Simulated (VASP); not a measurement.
The system is CdF2.

```xyz
3
Lattice="0.0000 2.5553 2.5553 2.5553 0.0000 2.5553 2.5553 2.5553 0.0000" Properties=species:S:1:pos:R:3 pbc="T T T"
Cd    0.0000    0.0000    0.0000
F     1.2777    1.2777    1.2777
F     3.8330    3.8330    3.8330
```

The cell was built by a generator and isn't the measured one.

The cell isn't the ideal one: cell and atoms relaxed from a first guess.

```yaml
Program: VASP 6.6.1
Task: relaxation of cell and atoms
Functional: PBE
Potentials_or_basis: VASP PAW PBE potentials, release 64 (Cd, F)
Cutoff: 600 eV
k_mesh: 11 × 11 × 11
Occupations: fermi-dirac, width 0.05 eV
Spin: no spin polarisation
```

At the start: pressure 34.2 GPa; volume 11.12 Å³/atom.

**Question.** Where does the relaxation end?

**Answer.** Over 5 steps the energy falls by 232.5 meV/atom and the volume is 13.80 Å³/atom (+24.0 %); space group Fm-3m (No. 225, to 0.05 Å).

The path:
```csv
step,energy change (eV),largest force (eV/Å),pressure (GPa),volume (Å³)
1,0.0000,0.0000,34.22,33.37
2,-0.5572,0.0000,-8.54,46.21
3,-0.6974,0.0000,0.27,41.28
4,-0.6975,0.0000,-0.11,41.45
5,-0.6975,0.0000,0.01,41.39
```

Final structure:
```
Cd F
1.0
     0.00000    2.74555    2.74555
     2.74555    0.00000    2.74555
     2.74555    2.74555    0.00000
Cd F
1 2
Direct
  0.00000 0.00000 0.00000
  0.25000 0.25000 0.25000
  0.75000 0.75000 0.75000
```

Caveat: the volume moved by over 15 % at a fixed basis, so the end points are rough.
